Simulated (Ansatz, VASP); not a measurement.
# BAs in two plane-wave programs, part 2 of 3

One calculation is typed for both programs; each brings its own data sets. How far apart do they land? The cell is taken from a series of runs on this material, whose earlier steps may have relaxed, scaled, displaced or heated it; both programs get it as it stands.

VASP 6.6.1 and Ansatz 0.2.0.

So far: The structure; VASP: zone-centre phonons, LDA, pair 1.

## (3) Ansatz: zone-centre phonons, LDA, pair 1

Level of this step: Ansatz beside VASP: Kohn-Sham DFT, plane waves, LDA (Ansatz).

Ansatz runs on its default PAW (the set named soft_2) files.

The same cell, functional (in two slightly different forms) and mesh now go to Ansatz, which takes its cutoff from its data sets.

input.yaml

```yaml
crystal:
  lattice:
    - [0.0, 2.3660399277, 2.3660399277]
    - [2.3660399277, 0.0, 2.3660399277]
    - [2.3660399277, 2.3660399277, 0.0]
  atoms:
    - { symbol: B, position: [0.0, 0.0, 0.0] }
    - { symbol: As, position: [0.75, 0.75, 0.75] }
kpoints:
  mp_grid: { grid: [10, 10, 10] }
hamiltonian:
  xc: lda
scf:
  occupations: { method: fixed }
output:
  eigenvalues: true
phonons:
  method: dfpt
  qmesh: [2, 2, 2]
  temperatures: { t_max: 1000, t_step: 50 }
  qpath:
    path:
      - [[0.0, 0.0, 0.0], [0.5, 0.0, 0.5], [0.5, 0.25, 0.75], [0.375, 0.375, 0.75], [0.0, 0.0, 0.0], [0.5, 0.5, 0.5], [0.625, 0.25, 0.625], [0.5, 0.25, 0.75], [0.5, 0.5, 0.5], [0.375, 0.375, 0.75]]
      - [[0.625, 0.25, 0.625], [0.5, 0.0, 0.5]]
    npoints: 10
```

On the command line:

```bash
$ ansatz run input.yaml --threads 16 --pin off --max-ram 61440MiB --backend cuda --events-out ev --progress --plain --runs-dir out
```

Numbers of over 12 decimals in the logs are rounded to 6 here.

The log of the run:

```text
Warning: phonons: the dynamical matrix that this run interpolates holds no multipole term above the dipole-dipole one, and a site of this crystal is no centre of inversion, so its interpolated transverse optical and acoustic branches and sound speeds can stay off near Gamma, and the density of states and the thermodynamics with them. What a run solves at a wave vector of phonons.qpoints, Gamma apart, where the deck admits one, is free of this, and under fd what a larger phonons.supercell samples
Engine: ansatz 0.2.0, aarch64-unknown-linux-gnu
Pseudopotentials: kind: paw
Pseudopotential: B, paw, valence charge 3, recommended cutoff 420 eV (normal), B.paw.azcp
Pseudopotential: As, paw, valence charge 15, recommended cutoff 420 eV (normal), As.paw.azcp
Functional definition: SPW92
  exchange = slater_x
  correlation = pw_c
[...]
Crystal: 2 atoms, lattice volume = 26.491 Å³
Basis set: ecut = 420 eV, 531 PW (Γ), exchange–correlation on 48×48×48 points (8 copies of the dense FFT grid, shifted against one another)
Bands: 13, of which v1, the nominal top of the filled ones, is band 9 counted from 1 (8 counted from 0)
Symmetry: 24 space group operations
k-points: 47 of 1000 (time reversal used)
Non-local potential: B, projectors of the file, l = 0: 2, l = 1: 2, l = 2: 1
Non-local potential: As, projectors of the file, l = 0: 2, l = 1: 2, l = 2: 3, l = 3: 1
PAW form: soft (Blöchl's): semilocal exchange-correlation on the pseudo side does not see the compensation charge
PAW frozen core: B, regenerated for the run's functional, and the local potential with it (the file was generated under x = pbe(κ = 0.804, μ = 0.219515), c = pbe(β = 0.066725))
PAW frozen core: As, regenerated for the run's functional, and the local potential with it (the file was generated under x = pbe(κ = 0.804, μ = 0.219515), c = pbe(β = 0.066725))
PAW one-centre angular grid: B, 110 points (default); XC on 64 Gauss nodes
PAW one-centre angular grid: As, 590 points (default); XC on 64 Gauss nodes
Initial density: superposition of atomic densities (neutral atoms: chi_scale 0, normalization atom), corrected by the library's trained network
Initial wavefunctions: pseudopotential atomic-orbital guess
[...]
Functional: x = slater, c = lda
SCF iter   1: F=—  HF=-4923.533416 eV  |F-HF|=—  |Δ(HF+E_count)|=         —  Δρ=7.20e-3  dr2=1.35e-2  ethr=1.77e-3  ⟨swp⟩=4.3  Hψ=3126  notcnv=0  defer=62
preconditioner: auto → none  [insulator: Δε(μ)=1.099 eV  Ē_g=12.577 eV  n_scr=8 (ndim 8)  ℏωp=20.4 eV  f_vac=0.000  ε∞_Penn≈3.6]
SCF iter   2: F=—  HF=-4923.529017 eV  |F-HF|=—  |Δ(HF+E_count)|=   4.40e-3  Δρ=2.16e-3  dr2=6.41e-4  ethr=7.50e-5  ⟨swp⟩=2.0  Hψ=1120  notcnv=0  defer=87
[...]
SCF iter   8: F=-4923.528726 eV  HF=-4923.528726 eV  |F-HF|=0.00e0  |Δ(HF+E_count)|=  3.91e-11  Δρ=1.74e-8  dr2=4.32e-14  ethr=1.00e-12  ⟨swp⟩=6.0  Hψ=3043  notcnv=0
SCF 1 converged in 8 iterations: F = -4923.528726 eV  dr2 = 4.32e-14
  greatest PAW one-centre occupation: 0.999 electrons in one spin orbital (limit 2), on the As atom at site 1 (counted from 0), in its partial waves of l = 2
[...]
k-points: 171 of 1000 (irreducible under 4 space group operations, time reversal used)
[...]
iter 1 solved again at ethr=3.66e-8 eV; its pass at ethr=3.10e-3 eV (dr2=6.59e-6 eV) is discarded
SCF iter   1: F=—  HF=-4923.528683 eV  |F-HF|=—  |Δ(HF+E_count)|=         —  Δρ=1.31e-7  dr2=4.89e-12  ethr=3.66e-8  ⟨swp⟩=2.0  Hψ=16737  notcnv=0  defer=336
eigensolver tolerance schedule: the retry pair's looser diagonalisation over-reported the residual by 1348332.36 of it (diagonalisation noise at an unbounded share of the residual, at the tolerance the schedule requests for it); recorded, not acted on — ethr = c·dr2/N_el stays at c = 1.0e-1
preconditioner: auto → none  [insulator: Δε(μ)=1.105 eV  Ē_g=12.567 eV  n_scr=8 (ndim 8)  ℏωp=20.4 eV  f_vac=0.000  ε∞_Penn≈3.6]
SCF iter   2: F=—  HF=-4923.528726 eV  |F-HF|=—  |Δ(HF+E_count)|=   4.35e-5  Δρ=1.41e-7  dr2=6.82e-12  ethr=1.00e-12  ⟨swp⟩=5.1  Hψ=9188  notcnv=0
SCF iter   3: F=-4923.528726 eV  HF=-4923.528726 eV  |F-HF|=9.09e-13  |Δ(HF+E_count)|=  9.09e-13  Δρ=6.01e-8  dr2=1.04e-12  ethr=1.00e-12  ⟨swp⟩=1.0  Hψ=5130  notcnv=0
SCF 2 converged in 3 iterations: F = -4923.528726 eV  dr2 = 1.04e-12
[...]
NSCF: frozen V_eff on 1 k-points
[...]
NSCF: frozen V_eff on 1 k-points
[...]
DFPT response loops at Γ: preconditioner auto → none (the input reference at scf.mixing.eps_inf says where Resta's filter doesn't serve); β = 0.50; Broyden in place of MSR1
── the response to a field inside a basis, on 10×10×10 k-points: an SCF that follows is theirs, and a resumed run solves both again ──
[...]
Bands: 10, of which v1, the nominal top of the filled ones, is band 9 counted from 1 (8 counted from 0)
[...]
Eigensolver: Dense (110 Hₖ)
SCF iter   1: F=—  HF=-4923.528486 eV  |F-HF|=—  |Δ(HF+E_count)|=         —  Δρ=1.34e-4  dr2=1.15e-6  ethr=1.00e-1
[...]
SCF iter   2: F=—  HF=-4923.528485 eV  |F-HF|=—  |Δ(HF+E_count)|=   1.15e-6  Δρ=7.73e-5  dr2=5.28e-7  ethr=6.41e-9
SCF iter   3: F=-4923.528485 eV  HF=-4923.528485 eV  |F-HF|=3.18e-8  |Δ(HF+E_count)|=   1.11e-7  Δρ=2.48e-5  dr2=6.66e-8  ethr=2.93e-9
SCF 1 converged in 3 iterations: F = -4923.528485 eV  dr2 = 6.66e-8
[...]
DFPT response loops at Γ: mixed as the last ones told, above
[...]
NSCF: frozen V_eff on 47 k-points, pencils in batches of 32, up to order 52
[...]
NSCF: frozen V_eff on 47 k-points
[...]
DFPT response loops at q = (0, 0, 0) (fractional): preconditioner auto → none (the input reference at scf.mixing.eps_inf says where Resta's filter doesn't serve); β = 0.50; Anderson in place of MSR1; while a model of the screening serves, it and β = 1 on shorter waves in the place of filter and β
[...]
NSCF: frozen V_eff on 232 k-points
[...]
DFPT response loops at q = (0, 0, -0.5) (fractional): preconditioner auto → Resta (q_TF=auto, 2.558 Å⁻¹)  ε∞=7.4 (no band partly filled); β = 1.00, the filter's whole step (`scf.mixing.beta` (0.50) is not read by the response loops at its default; to damp them type it under 1.00, their step now; it binds the ground state too); Anderson in place of MSR1; while a model of the screening serves, it and β = 1 on shorter waves in the place of filter and β
[...]
NSCF: frozen V_eff on 204 k-points
[...]
DFPT response loops at q = (0, -0.5, -0.5) (fractional): mixed as the last ones told, above
SCF converged after 8 iterations
Free energy (F): -4923.528726 eV
Harris-Foulkes:  -4923.528726 eV  (|F-HF|=0.00e0)
Internal energy: -4923.528726 eV  (E = F + TS)
E sigma→0 (E₀):  -4923.528726 eV
Fermi energy:    11.296730 eV
--- Per-component energies (eV) ---
  E_band       = -209.368127
  E_kinetic    = 153.874038
  E_local      = -1678.098556  (includes V_loc(G=0)·N_el)
  E_nonlocal   = -651.911539
  E_hartree    = 932.049626
  E_xc         = -111.542395
  E_vxc        = -118.513406  (∫ρ·V_xc dr)
  E_paw        = -1827.863734  (= ΣΔE_a)
  E_vpaw       = 221.182088  (= ΣTr[D̂ρ^β])
  E_aug_tail   = 0.000006  (compensation charges beyond the density's cutoff)
  E_ewald      = -1742.157236
  E_core_change = 2.121064  (= ΣΔE_core)
  E_smearing   = -0.000000  (= −TS)
  E_closure    = 0.000000  (closes the sum)
  Σ components = -4923.528726   (vs F -4923.528726, Δ=0.00e0)
--- Band table (eV; the first three rows and the last of 47) ---
  k-point 0: bands = [... 5 lower, -4.3542, 11.2967, 11.2967, 11.2967, 14.5866, 14.5866, 14.5866, 16.3076]
  k-point 1: bands = [... 5 lower, -4.1863, 9.8897, 10.9860, 10.9860, 14.7745, 14.9947, 14.9947, 17.1234]
  k-point 2: bands = [... 5 lower, -3.6908, 7.4866, 10.3972, 10.3972, 14.6092, 15.7252, 15.7252, 18.6465]
  k-point 46: bands = [... 5 lower, 0.0645, 3.1779, 5.7658, 6.0233, 15.8106, 16.1564, 19.2742, 19.2768]
--- Phonons (Γ-DFPT): 2 representative perturbations + reference (Σ response iterations 8) ---
  ASR residual: 5.855e-6 → 0.000e0 eV/Å²; symmetrization residual: 3.760e-11 eV/Å²
  ASR residual per site (eV/Å²): 5.75e-6 5.86e-6
  Γ frequencies (cm⁻¹): 0.00 0.00 0.00 700.04 700.04 700.04
  Unit cell's response to a homogeneous field: 3 representative field directions (Σ response iterations 15)
  ε∞ (high-frequency dielectric tensor):
        9.661093     0.000000    -0.000000
        0.000000     9.661093     0.000000
       -0.000000     0.000000     9.661093
  ε⁰ (static dielectric tensor): not given — the deck does not say what the cell's rigid motions are, and on a molecule in a box or a wire the rigid rotations would enter the sum over the modes at Γ. For a crystal or a slab, whose only rigid motions are the translations, set phonons.rigid_motions: translations.
  Born effective charges Z* (e; rows j = field, columns β = displacement):
    site 0:
        -0.53961   -0.00000    0.00000
        -0.00000   -0.53961   -0.00000
        -0.00000   -0.00000   -0.53961
    site 1:
         0.53961    0.00000   -0.00000
         0.00000    0.53961    0.00000
         0.00000    0.00000    0.53961
  Z* charge neutrality: 1.643e-4 e pre-enforcement
  solved inside a basis spanned on the 10×10×10 k-mesh, on 10×10×10 k-points, its susceptibility summed on 14×14×14: ε∞ is read to err by 2.9e-2, Z* by 1.5e-2 e; Z* is corrected for what the basis lacks
  optical modes at Γ without the LO–TO term, one row a degenerate level:
      ω (cm⁻¹)  modes    IR ((D/Å)²/amu)
        700.04      3             2.1333
  optical modes at Γ + LO–TO along q̂ = [1.0000, 0.0000, 0.0000]:
      ω (cm⁻¹)  modes    IR ((D/Å)²/amu)
        700.04      2             1.4222
        704.26      1             0.7111
  optical modes at Γ + LO–TO along q̂ = [0.0000, 1.0000, 0.0000]:
      ω (cm⁻¹)  modes    IR ((D/Å)²/amu)
        700.04      2             1.4222
        704.26      1             0.7111
  optical modes at Γ + LO–TO along q̂ = [0.0000, 0.0000, 1.0000]:
      ω (cm⁻¹)  modes    IR ((D/Å)²/amu)
        700.04      2             1.4222
        704.26      1             0.7111
--- Phonons (arbitrary-q DFPT): 3 irreducible q on the 2×2×2 mesh ---
  q = [0.0000, 0.0000, 0.0000] (star 1, of the zone-centre solve; hermiticity 5.51e-14, symmetrization 2.21e-12): -0.00 -0.00 0.00 700.04 700.04 700.04
  q = [0.0000, 0.0000, -0.5000] (star 4, 2 solved perturbations in 564 linear systems a pass and spin channel, the states on 116 of 1000 k-point pairs; hermiticity 1.62e-12, symmetrization 4.63e-13): 138.99 138.99 312.72 677.16 677.16 713.05
  q = [0.0000, -0.5000, -0.5000] (star 3, 4 solved perturbations in 546 linear systems a pass and spin channel, the states on 102 of 1000 k-point pairs; hermiticity 6.28e-14, symmetrization 1.75e-13): 192.57 192.57 321.68 640.49 640.49 740.96
  sum rule: each row above includes the acoustic sum rule's correction from the zone centre's row sums; it moved no ω² by more than (0.38 cm⁻¹)²
  mesh force constants: q→R imaginary residual 3.29e-17; ASR residual 5.855e-6 → 0.000e0 eV/Å²; symmetrization residual 1.421e-14 eV/Å²
  interpolated dispersion: 103 rows × 6 modes
  density of states and harmonic sums: on the 22×22×22 q-mesh, interpolated from the force constants of a 2×2×2 supercell (with the dipole–dipole term)
  largest difference from the sums on the solved wave vectors: F 5.43e-2 eV, S 8.66e-5 and C_V 3.23e-5 eV/K
  zero-point energy: 0.165000 eV/cell   skipped modes (ω ≤ 0): 3   left out of the sums: 4.70e-5 of the cell's modes: C_V's classical limit lies that fraction below 3 k_B per atom; for a crystal, a wire or a layer, F and S can be off by more, and a phonons.interpolated_qmesh denser along its periods is the remedy for the sampling
```

## (4) Side by side

Known differences besides the potentials themselves: the two LDA forms differ slightly; fixed occupations in Ansatz, narrow Gaussian smearing in VASP; VASP's run holds the zone centre alone; VASP's response is taken on the typed mesh, Ansatz refines its own for the field response alone; the data sets hold 18 valence electrons in Ansatz (on its default PAW (the set named soft_2) files) and 8 in VASP; the cutoff is 420 eV in Ansatz and 500 eV in VASP; VASP's log shows a relativistic correction to its local exchange, Ansatz's none. Total energies have different zeros and are not compared.

Compared:

| quantity | Ansatz | VASP | difference |
| --- | --- | --- | --- |
| ε∞ xx | 9.66 | 9.73 | -0.72 % |
| ε∞ yy | 9.66 | 9.73 | -0.72 % |
| ε∞ zz | 9.66 | 9.73 | -0.72 % |
| Born charge of B1 (mean of the diagonal) (e) | -0.54 | -0.58 | +0.04 |
| Born charge of As2 (mean of the diagonal) (e) | 0.54 | 0.58 | -0.04 |
| optical mode 1 to 3 (cm⁻¹) | 700.0 | 704.9 | -0.69 % |

Modes are paired by rising frequency, not by their patterns, so a pair may set unlike modes beside each other; they are those without the splitting of longitudinal modes.

[end of part 2 of 3]

[Lines on the potential files, build, host, timing and source positions are cut from VASP's logs without a mark.]

[Logs are printed without paths, hosts, clocks, repeated set-up lines and the standing remarks that a program may print on its own settings, such as how far it seeks lower states.]

[Hosts, paths, dates, database ids (printed as entryN), source tags and the programs' standing remarks are cut or masked in the printed files.]
